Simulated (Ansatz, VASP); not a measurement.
# BN in two plane-wave programs, part 2 of 2

One calculation is typed for both programs; each brings its own data sets. How far apart do they land? The cell is taken from a series of runs on this material, whose earlier steps may have relaxed, scaled, displaced or heated it; both programs get it as it stands.

VASP 6.6.1 and Ansatz 0.2.0.

So far: Starting point; VASP: zone-centre phonons, LDA.

### 2. VASP: zone-centre phonons, LDA (continued)

Level of this step: LDA; plane waves and PAW (B, N) (VASP).

Parts of OUTCAR (step 2):

```text
ion  position               nearest neighbor table
   1  0.667  0.333  1.000-   4 1.55   4 1.55   4 1.55   3 1.56
   2  0.333  0.667  0.500-   3 1.55   3 1.55   3 1.55   4 1.56
   3  0.667  0.333  0.625-   2 1.55   2 1.55   2 1.55   1 1.56
   4  0.333  0.667  0.125-   1 1.55   1 1.55   1 1.55   2 1.56

  LATTYP: Found a hexagonal cell.
 ALAT       =     2.5251731404
 C/A-ratio  =     1.6548522499

 Subroutine GETGRP returns: Found 12 space group operations
 (whereof  6 operations were pure point group operations)

The static configuration has the point symmetry C_3v.
 The point group associated with its full space group is C_6v.

 Found     48 irreducible k-points:

   k-points           NKPTS =     48   k-points in BZ     NKDIM =     48   number of bands    NBANDS=     14

   dimension x,y,z NGX =    20 NGY =   20 NGZ =   36
   dimension x,y,z NGXF=    40 NGYF=   40 NGZF=   72

   ENCUT  =  600.0 eV  44.10 Ry    6.64 a.u.   5.04  5.04  8.35*2*pi/ulx,y,z

   NELECT =      16.0000    total number of electrons

 k-points in reciprocal lattice and weights: Automatic mesh
   0.00000000  0.00000000  0.00000000       0.002
   0.11111111  0.00000000  0.00000000       0.012
   0.22222222  0.00000000  0.00000000       0.012
   0.33333333 -0.00000000  0.00000000       0.012
   0.44444444  0.00000000  0.00000000       0.012
   0.11111111  0.11111111  0.00000000       0.012
   0.22222222  0.11111111  0.00000000       0.025
   0.33333333  0.11111111  0.00000000       0.025
   0.44444444  0.11111111  0.00000000       0.012
[...]
0.33333333  0.22222222  0.50000000       0.025
   0.33333333  0.33333333  0.50000000       0.004

 average (electrostatic) potential at core
       1 -29.2488       2 -29.2488       3 -59.8293       4 -59.8293

[...]
2.525173140  0.000000000  0.000000000     0.396012449  0.228637894  0.000000000
    -1.262586570  2.186864089  0.000000000     0.000000000  0.457275788  0.000000000
     0.000000000  0.000000000  4.178788453     0.000000000  0.000000000  0.239303810

 POSITION                                       TOTAL-FORCE (eV/Angst)
 -----------------------------------------------------------------------------------
      1.26259      0.72895      4.17755         0.000000      0.000000     -0.000946
     -0.00000      1.45791      2.08816        -0.000000     -0.000000     -0.000946
      1.26259      0.72895      2.61298         0.000000      0.000000      0.000946
     -0.00000      1.45791      0.52359        -0.000000     -0.000000      0.000946
 -----------------------------------------------------------------------------------
    total drift:                               -0.000000     -0.000000      0.000105

 MACROSCOPIC STATIC DIELECTRIC TENSOR (including local field effects in DFT)
 ------------------------------------------------------
           4.530976     0.000000    -0.000000
           0.000000     4.530976     0.000000
           0.000000     0.000000     4.681230
 ------------------------------------------------------

 PIEZOELECTRIC TENSOR (including local field effects)  for field in x, y, z        (C/m^2)
          XX          YY          ZZ          XY          YZ          ZX
  --------------------------------------------------------------------------------
  x     0.00000     0.00000     0.00000     0.00000     0.00000    -0.61689
  y     0.00000     0.00000    -0.00000     0.00000    -0.61689     0.00000
  z    -0.50986    -0.50986     1.05160     0.00000     0.00000     0.00000

 BORN EFFECTIVE CHARGES (including local field effects) (in |e|, cummulative output)
 ---------------------------------------------------------------------------------
 ion    1
    1     1.81027     0.00000     0.00000
    2     0.00000     1.81027     0.00000
    3     0.00000     0.00000     1.90454
 ion    2
    1     1.81027     0.00000     0.00000
    2     0.00000     1.81027     0.00000
    3     0.00000     0.00000     1.90454
 ion    3
    1    -1.81027     0.00000     0.00000
    2     0.00000    -1.81027     0.00000
    3     0.00000     0.00000    -1.90454
 ion    4
    1    -1.81027     0.00000     0.00000
    2     0.00000    -1.81027     0.00000
    3     0.00000     0.00000    -1.90454

 Eigenvectors and eigenvalues of the dynamical matrix
 ----------------------------------------------------

   1 f  =   34.008035 THz   213.678783 2PiTHz 1134.385928 cm-1   140.645867 meV
             X         Y         Z           dx          dy          dz
      1.262587  0.728955  4.177551    -0.000000   -0.000000   -0.627292
     -0.000000  1.457909  2.088157    -0.000000   -0.000000    0.627292
      1.262587  0.728955  2.612980     0.000000    0.000000   -0.326351
     -0.000000  1.457909  0.523586     0.000000    0.000000    0.326351

   2 f  =   32.400014 THz   203.575293 2PiTHz 1080.748143 cm-1   133.995632 meV
             X         Y         Z           dx          dy          dz
      1.262587  0.728955  4.177551     0.000003    0.531161    0.000000
     -0.000000  1.457909  2.088157     0.000003    0.531161    0.000000
      1.262587  0.728955  2.612980    -0.000003   -0.466763   -0.000000
     -0.000000  1.457909  0.523586    -0.000003   -0.466763   -0.000000

   3 f  =   32.400014 THz   203.575293 2PiTHz 1080.748143 cm-1   133.995632 meV
             X         Y         Z           dx          dy          dz
      1.262587  0.728955  4.177551    -0.531161    0.000003    0.000000
     -0.000000  1.457909  2.088157    -0.531161    0.000003   -0.000000
      1.262587  0.728955  2.612980     0.466763   -0.000003    0.000000
     -0.000000  1.457909  0.523586     0.466763   -0.000003   -0.000000

   4 f  =   31.391918 THz   197.241240 2PiTHz 1047.121683 cm-1   129.826484 meV
             X         Y         Z           dx          dy          dz
      1.262587  0.728955  4.177551    -0.000000   -0.000000    0.531129
     -0.000000  1.457909  2.088157    -0.000000   -0.000000    0.531129
      1.262587  0.728955  2.612980     0.000000    0.000000   -0.466800
     -0.000000  1.457909  0.523586    -0.000000    0.000000   -0.466800

   5 f  =   29.548103 THz   185.656204 2PiTHz  985.618608 cm-1   122.201078 meV
             X         Y         Z           dx          dy          dz
      1.262587  0.728955  4.177551     0.000000   -0.000000    0.326351
     -0.000000  1.457909  2.088157    -0.000000    0.000000   -0.326351
      1.262587  0.728955  2.612980     0.000000   -0.000000   -0.627292
     -0.000000  1.457909  0.523586    -0.000000    0.000000    0.627292

   6 f  =   29.481071 THz   185.235035 2PiTHz  983.382691 cm-1   121.923860 meV
             X         Y         Z           dx          dy          dz
      1.262587  0.728955  4.177551    -0.000001    0.546638    0.000000
     -0.000000  1.457909  2.088157     0.000001   -0.546638   -0.000000
      1.262587  0.728955  2.612980    -0.000001    0.448539   -0.000000
     -0.000000  1.457909  0.523586     0.000001   -0.448539    0.000000

   7 f  =   29.481071 THz   185.235035 2PiTHz  983.382691 cm-1   121.923860 meV
             X         Y         Z           dx          dy          dz
      1.262587  0.728955  4.177551     0.546638    0.000001   -0.000000
     -0.000000  1.457909  2.088157    -0.546638   -0.000001    0.000000
      1.262587  0.728955  2.612980     0.448539    0.000001    0.000000
     -0.000000  1.457909  0.523586    -0.448539   -0.000001   -0.000000

   8 f  =   14.263176 THz    89.618177 2PiTHz  475.768337 cm-1    58.987729 meV
             X         Y         Z           dx          dy          dz
      1.262587  0.728955  4.177551    -0.000014   -0.448539    0.000000
     -0.000000  1.457909  2.088157     0.000014    0.448539    0.000000
      1.262587  0.728955  2.612980     0.000018    0.546638    0.000000
     -0.000000  1.457909  0.523586    -0.000018   -0.546638    0.000000

   9 f  =   14.263176 THz    89.618177 2PiTHz  475.768337 cm-1    58.987729 meV
             X         Y         Z           dx          dy          dz
      1.262587  0.728955  4.177551     0.448539   -0.000014    0.000000
     -0.000000  1.457909  2.088157    -0.448539    0.000014    0.000000
      1.262587  0.728955  2.612980    -0.546638    0.000018    0.000000
     -0.000000  1.457909  0.523586     0.546638   -0.000018    0.000000

  10 f/i=    0.000619 THz     0.003892 2PiTHz    0.020664 cm-1     0.002562 meV
             X         Y         Z           dx          dy          dz
      1.262587  0.728955  4.177551    -0.407972   -0.226774    0.000000
     -0.000000  1.457909  2.088157    -0.407972   -0.226774    0.000000
      1.262587  0.728955  2.612980    -0.464259   -0.258062    0.000000
     -0.000000  1.457909  0.523586    -0.464259   -0.258062    0.000000

  11 f/i=    0.000619 THz     0.003892 2PiTHz    0.020664 cm-1     0.002562 meV
             X         Y         Z           dx          dy          dz
      1.262587  0.728955  4.177551     0.226774   -0.407972    0.000000
     -0.000000  1.457909  2.088157     0.226774   -0.407972    0.000000
      1.262587  0.728955  2.612980     0.258062   -0.464259    0.000000
     -0.000000  1.457909  0.523586     0.258062   -0.464259    0.000000

  12 f/i=    0.002764 THz     0.017366 2PiTHz    0.092192 cm-1     0.011430 meV
             X         Y         Z           dx          dy          dz
      1.262587  0.728955  4.177551    -0.000000    0.000000    0.466800
     -0.000000  1.457909  2.088157    -0.000000    0.000000    0.466800
      1.262587  0.728955  2.612980    -0.000000    0.000000    0.531129
     -0.000000  1.457909  0.523586    -0.000000    0.000000    0.531129

 MACROSCOPIC STATIC DIELECTRIC TENSOR IONIC CONTRIBUTION
 ------------------------------------------------------
           1.961389     0.000000    -0.000000
           0.000000     1.961389    -0.000000
          -0.000000    -0.000000     2.312623
 ------------------------------------------------------

 ELASTIC MODULI CONTR FROM IONIC RELAXATION (kBar)
 Direction    XX          YY          ZZ          XY          YZ          ZX
 --------------------------------------------------------------------------------
 XX        -163.3328    125.2776     13.5977     -0.0000     -0.0000     -0.0000
 YY         125.2776   -163.3328     13.5977      0.0000      0.0000      0.0000
 ZZ          13.5977     13.5977     -9.7173     -0.0000     -0.0000     -0.0000
 XY          -0.0000      0.0000     -0.0000   -144.3052      0.0000      0.0000
 YZ          -0.0000      0.0000     -0.0000      0.0000    -53.7231     -0.0000
 ZX          -0.0000      0.0000     -0.0000      0.0000     -0.0000    -46.7537
 --------------------------------------------------------------------------------

 PIEZOELECTRIC TENSOR IONIC CONTR  for field in x, y, z        (C/m^2)
          XX          YY          ZZ          XY          YZ          ZX
  --------------------------------------------------------------------------------
  x     0.00000    -0.00000     0.00000    -0.00000     0.00000     0.28495
  y    -0.00000    -0.00000     0.00000    -0.00000     0.30545     0.00000
  z     0.19739     0.19739    -0.14106    -0.00000    -0.00000    -0.00000
```

### 3. Ansatz: zone-centre phonons, LDA

Ansatz runs on norm-conserving files, of PseudoDojo where its log says so.

The same cell, functional (in two slightly different forms) and mesh now go to Ansatz, which takes its cutoff from its data sets.

Contents of input.yaml:

```yaml
crystal:
  lattice:
    - [2.5251731404, 0.0, 0.0]
    - [-1.2625865702, 2.1868640886, 0.0]
    - [0.0, 0.0, 4.1787884528]
  atoms:
    - { symbol: B, position: [0.6666666667, 0.3333333333, 0.9997039276] }
    - { symbol: B, position: [0.3333333333, 0.6666666667, 0.4997039276] }
    - { symbol: "N", position: [0.6666666667, 0.3333333333, 0.6252960724] }
    - { symbol: "N", position: [0.3333333333, 0.6666666667, 0.1252960724] }
kpoints:
  mp_grid: { grid: [9, 9, 6] }
hamiltonian:
  xc: lda
  pseudopotentials: { kind: nc, accuracy: standard }
scf:
  occupations: { method: fixed }
output:
  eigenvalues: true
phonons:
  method: dfpt
  dielectric: true
  rigid_motions: translations
```

Launch:

```bash
> ansatz run input.yaml --threads 8 --pin off --max-ram 16384MiB --backend cpu --events-out ev --progress --plain --runs-dir out
```

What it wrote:

```text
Engine: ansatz 0.2.0, x86_64-unknown-linux-gnu
Pseudopotentials: kind: nc
Pseudopotential: B, nc, valence charge 3, recommended cutoff 1034.032677 eV (normal), B.nc.azcp (PseudoDojo's, or run here from an input of PseudoDojo's; its table is named by hamiltonian.pseudopotentials.accuracy)
Pseudopotential: N, nc, valence charge 5, recommended cutoff 1142.878222 eV (normal), N.nc.azcp (PseudoDojo's, or run here from an input of PseudoDojo's; its table is named by hamiltonian.pseudopotentials.accuracy)
Functional definition: SPW92
  exchange = slater_x
  correlation = pw_c
Crystal: 4 atoms, lattice volume = 23.076 Å³
Basis set: ecut = 1142.878222 eV, 1997 PW (Γ), exchange–correlation on 60×60×96 points (8 copies of the dense FFT grid, shifted against one another)
Bands: 12, of which v1, the nominal top of the filled ones, is band 8 counted from 1 (7 counted from 0)
Symmetry: 12 space group operations
k-points: 140 of 486 (irreducible under 2 space group operations, time reversal used)
Non-local potential: B, projectors of the file, l = 0: 2, l = 1: 2
Non-local potential: N, projectors of the file, l = 0: 2, l = 1: 2
Initial density: superposition of atomic densities (chi_scale 0.1, normalization cell, long waves kept (reshape's long-wave potential 0.00 eV rms))
Initial wavefunctions: pseudopotential atomic-orbital guess
Functional: x = slater, c = lda
SCF iter   1: F=—  HF=-732.291157 eV  |F-HF|=—  |Δ(HF+E_count)|=         —  Δρ=1.57e-1  dr2=4.55e0  ethr=3.10e-3  ⟨swp⟩=5.7  Hψ=9663  notcnv=0  defer=256
preconditioner: auto → none  [insulator: Δε(μ)=6.757 eV  Ē_g=18.430 eV  n_scr=2 (ndim 8)  ℏωp=30.9 eV  f_vac=0.000  ε∞_Penn≈3.8]
SCF iter   2: F=—  HF=-730.777565 eV  |F-HF|=—  |Δ(HF+E_count)|=    1.51e0  Δρ=6.19e-2  dr2=5.07e-1  ethr=3.10e-3  ⟨swp⟩=3.0  Hψ=4594  notcnv=0  defer=268
SCF iter   3: F=—  HF=-730.622633 eV  |F-HF|=—  |Δ(HF+E_count)|=   1.55e-1  Δρ=2.12e-2  dr2=6.67e-2  ethr=3.10e-3  ⟨swp⟩=2.7  Hψ=3003  notcnv=0  defer=262
SCF iter   4: F=—  HF=-730.601331 eV  |F-HF|=—  |Δ(HF+E_count)|=   2.13e-2  Δρ=2.85e-3  dr2=6.48e-4  ethr=4.17e-4  ⟨swp⟩=2.8  Hψ=3045  notcnv=0  defer=277
SCF iter   5: F=—  HF=-730.601232 eV  |F-HF|=—  |Δ(HF+E_count)|=   9.94e-5  Δρ=1.50e-4  dr2=2.44e-6  ethr=4.05e-6  ⟨swp⟩=2.9  Hψ=2795  notcnv=0  defer=277
SCF iter   6: F=—  HF=-730.601231 eV  |F-HF|=—  |Δ(HF+E_count)|=   1.11e-6  Δρ=2.39e-5  dr2=3.29e-8  ethr=1.53e-8  ⟨swp⟩=2.4  Hψ=2865  notcnv=0  defer=165
SCF iter   7: F=—  HF=-730.601230 eV  |F-HF|=—  |Δ(HF+E_count)|=   1.42e-7  Δρ=3.02e-6  dr2=1.42e-9  ethr=2.06e-10  ⟨swp⟩=2.2  Hψ=2733  notcnv=0  defer=21
SCF iter   8: F=-730.601230 eV  HF=-730.601230 eV  |F-HF|=6.47e-11  |Δ(HF+E_count)|=  5.03e-10  Δρ=7.01e-7  dr2=8.12e-11  ethr=1.00e-12  ⟨swp⟩=9.1  Hψ=11644  notcnv=0
SCF 1 converged in 8 iterations: F = -730.601230 eV  dr2 = 8.12e-11
NSCF: frozen V_eff on 4 k-points
DFPT response loops at Γ: preconditioner auto → none (the input reference at scf.mixing.eps_inf says where Resta's filter doesn't serve); β = 0.50; Broyden in place of MSR1
── the response to a field inside a basis, on 10×10×6 k-points: an SCF that follows is theirs, and a resumed run solves both again ──
Bands: 9, of which v1, the nominal top of the filled ones, is band 8 counted from 1 (7 counted from 0)
k-points: 90 of 600 (irreducible under 4 space group operations, time reversal used)
Initial density: handed on by an earlier stage of this run
Initial wavefunctions: pseudopotential atomic-orbital guess (no wavefunctions were taken with the density)
Eigensolver: Dense (90 Hₖ)
SCF iter   1: F=—  HF=-730.598881 eV  |F-HF|=—  |Δ(HF+E_count)|=         —  Δρ=1.06e-4  dr2=2.91e-7  ethr=1.00e-1
preconditioner: auto → none  [insulator: Δε(μ)=5.350 eV  Ē_g=15.644 eV  n_scr=2 (ndim 8)  ℏωp=30.9 eV  f_vac=0.000  ε∞_Penn≈4.9]
SCF iter   2: F=-730.598882 eV  HF=-730.598881 eV  |F-HF|=1.02e-7  |Δ(HF+E_count)|=   2.98e-7  Δρ=5.30e-5  dr2=6.92e-8  ethr=1.82e-9
SCF 1 converged in 2 iterations: F = -730.598882 eV  dr2 = 6.92e-8
DFPT response loops at Γ: mixed as the last ones told, above
SCF converged after 8 iterations
Free energy (F): -730.601230 eV
Harris-Foulkes:  -730.601230 eV  (|F-HF|=6.47e-11)
Internal energy: -730.601230 eV  (E = F + TS)
E sigma→0 (E₀):  -730.601230 eV
Fermi energy:    11.451925 eV
--- Per-component energies (eV) ---
  E_band       = 53.610821
  E_kinetic    = 517.966944
  E_local      = -321.209825  (includes V_loc(G=0)·N_el)
  E_nonlocal   = -64.226117
  E_hartree    = 96.180968
  E_xc         = -237.828334
  E_vxc        = -271.281973  (∫ρ·V_xc dr)
  E_ewald      = -721.484867
  E_smearing   = -0.000000  (= −TS)
  E_closure    = -0.000000  (closes the sum)
  Σ components = -730.601230   (vs F -730.601230, Δ=0.00e0)
--- Band table (eV; the first three rows and the last of 140) ---
  k-point 0: bands = [... 4 lower, 9.2700, 11.1581, 11.4519, 11.4519, 19.8548, 19.8548, 20.1192, 21.4160]
  k-point 1: bands = [... 4 lower, 9.3904, 10.2602, 11.2700, 11.2700, 20.0591, 20.0591, 20.4710, 21.3889]
  k-point 2: bands = [... 4 lower, 9.7337, 9.7337, 10.8079, 10.8079, 20.6256, 20.6256, 20.9557, 21.3143]
  k-point 139: bands = [... 4 lower, 5.7484, 5.7484, 7.9164, 7.9164, 20.2248, 20.2248, 22.8906, 22.8906]
--- Phonons (Γ-DFPT): 4 representative perturbations + reference, on 140 of 486 k-points (Σ response iterations 12) ---
  k mesh reduced under 2 symmetry operations, with k and −k counted as one. Each operation leaves every solved perturbation unchanged. A smaller set is not considered because the run solves the response to a homogeneous field
  ASR residual: 6.676e-4 → 0.000e0 eV/Å²; symmetrization residual: 9.016e-7 eV/Å²
  ASR residual per site (eV/Å²): 3.76e-5 3.76e-5 6.68e-4 6.68e-4
  Γ frequencies (cm⁻¹): 0.00 0.00 0.00 477.38 477.38 982.02 982.02 982.83 1045.89 1079.83 1079.83 1136.09
  ε∞ (high-frequency dielectric tensor):
        4.469132    -0.000000     0.000000
        0.000000     4.469132     0.000000
        0.000000     0.000000     4.621499
  ε⁰ (static dielectric tensor: ions relaxed, cell fixed):
        6.444606     0.000000    -0.000000
        0.000000     6.444606    -0.000000
       -0.000000    -0.000000     6.952693
  ε⁰ − ε∞ (ionic part):
        1.975474     0.000000    -0.000000
        0.000000     1.975474    -0.000000
       -0.000000    -0.000000     2.331194
  softest optical mode at Γ: 477.38 cm⁻¹; the repairs (sum rule, projections) moved no ω² at Γ by more than (3.64 cm⁻¹)²
  Born effective charges Z* (e; rows j = field, columns β = displacement):
    site 0:
         1.81535    0.00000   -0.00000
         0.00000    1.81535    0.00000
         0.00000    0.00000    1.91003
    site 1:
         1.81535    0.00000    0.00000
         0.00000    1.81535   -0.00000
        -0.00000   -0.00000    1.91003
    site 2:
        -1.81535   -0.00000   -0.00000
         0.00000   -1.81535   -0.00000
         0.00000   -0.00000   -1.91003
    site 3:
        -1.81535    0.00000    0.00000
         0.00000   -1.81535    0.00000
        -0.00000    0.00000   -1.91003
  Z* charge neutrality: 4.832e-4 e pre-enforcement
  solved inside a basis spanned on kpoints, on 10×10×6 k-points, its susceptibility summed on 14×14×8: ε∞ is read to err by 1.1e-2, Z* by 6.7e-3 e (field_mesh: kpoints solves on kpoints); Z* is corrected for what the basis lacks
  optical modes at Γ without the LO–TO term, one row a degenerate level:
      ω (cm⁻¹)  modes    IR ((D/Å)²/amu)
        477.38      2             0.0000
        982.02      2             0.0000
        982.83      1             0.0000
[...]
optical modes at Γ + LO–TO along q̂ = [1.0000, 0.0000, 0.0000]:
      ω (cm⁻¹)  modes    IR ((D/Å)²/amu)
[...]
optical modes at Γ + LO–TO along q̂ = [0.0000, 1.0000, 0.0000]:
      ω (cm⁻¹)  modes    IR ((D/Å)²/amu)
[...]
1136.09      1             0.0000
       1296.71      1            24.9224
  optical modes at Γ + LO–TO along q̂ = [0.0000, 0.0000, 1.0000]:
      ω (cm⁻¹)  modes    IR ((D/Å)²/amu)
        477.38      2             0.0000
        982.02      2             0.0000
        982.83      1             0.0000
       1079.83      2            49.8448
       1136.09      1             0.0000
       1282.83      1            27.5900
```

### 4. Side by side

Known differences besides the potentials themselves: the two LDA forms differ slightly; fixed occupations in Ansatz, narrow Gaussian smearing in VASP; VASP's response is taken on the typed mesh, Ansatz refines its own for the field response alone; the cutoff is 1142.88 eV in Ansatz and 600 eV in VASP; VASP's log shows a relativistic correction to its local exchange, Ansatz's none. Total energies have different zeros and are not compared.

The two programs side by side:

```tsv
quantity	Ansatz	VASP	difference
ε∞ xx	4.47	4.53	-1.37 %
ε∞ yy	4.47	4.53	-1.37 %
ε∞ zz	4.62	4.68	-1.28 %
Born charge of B1 (mean of the diagonal) (e)	1.85	1.84	+0.01
Born charge of N3 (mean of the diagonal) (e)	-1.85	-1.84	-0.01
optical mode 1 to 2 (cm⁻¹)	477.4	475.8	+0.34 %
optical mode 3 to 4 (cm⁻¹)	982.0	983.4	-0.14 %
optical mode 5 (cm⁻¹)	982.8	985.6	-0.28 %
optical mode 6 (cm⁻¹)	1045.9	1047.1	-0.12 %
optical mode 7 to 8 (cm⁻¹)	1079.8	1080.7	-0.08 %
optical mode 9 (cm⁻¹)	1136.1	1134.4	+0.15 %
```

Modes are paired by rising frequency, not by their patterns, so a pair may set unlike modes beside each other; they are those without the splitting of longitudinal modes.

### 5. Summary of results

- r.m.s. difference of the optical zone-centre modes, each program's sorted by frequency (zone-centre phonons, LDA): 1.6 cm⁻¹
- difference in ε∞ xx (zone-centre phonons, LDA): -1.4 %

In words: The r.m.s. difference of the optical zone-centre modes, each program's sorted by frequency is 1.6 cm⁻¹ (zone-centre phonons, LDA). Among the rows given in per cent, the largest difference of the zone-centre phonons, LDA pair is in ε∞ xx, -1.4 %. How closely two codes agree says nothing of how well the functional describes the real material.

[Lines on the potential files, build, host, timing and source positions are cut from VASP's logs without a mark.]

[Logs are printed without paths, hosts, clocks, repeated set-up lines and the standing remarks that a program may print on its own settings, such as how far it seeks lower states.]

[Hosts, paths, dates, database ids (printed as entryN), source tags and the programs' standing remarks are cut or masked in the printed files.]
